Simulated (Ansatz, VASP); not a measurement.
# B7I in VASP and in Ansatz

```xyz
8
Lattice="-2.6939 2.6939 2.6939 2.6939 -2.6939 2.6939 2.6939 2.6939 -2.6939" Properties=species:S:1:pos:R:3 pbc="T T T"
B     1.3469    1.3469    1.3469
B     1.3469    1.3469   -1.3469
B     1.3469   -1.3469    1.3469
B    -1.3469    1.3469    1.3469
B     2.6939    0.0000    0.0000
B     0.0000    2.6939    0.0000
B     0.0000    0.0000    2.6939
I     0.0000    0.0000    0.0000
```

Alike in both runs: functional PBE; k mesh 10 × 10 × 10; occupations gaussian, width 0.1 eV; no spin polarisation.

Ansatz relaxed the structure, and its values are those at the end. VASP's run is a single point on that final structure, the one shown.

```csv
,VASP,Ansatz
version,VASP 6.6.1,Ansatz 0.2.0
potentials or method,"VASP PAW PBE potentials, release 64 (B, I)","scalar-relativistic, plane waves, PAW"
plane-wave cutoff (eV),520,420
valence electrons in the cell,28,38
```

|  | VASP | Ansatz | Ansatz less VASP |
| --- | --- | --- | --- |
| gap on the k mesh at the Fermi level (eV) | none | none | - |
| pressure (GPa) | -0.1 | 0.0 | +0.08 |

A gap of «none» marks a metal or a gap that the smearing closes. The two sets of potentials don't hold the same shells in valence.

The runs have no spin-orbit coupling, so splittings on I are missing.
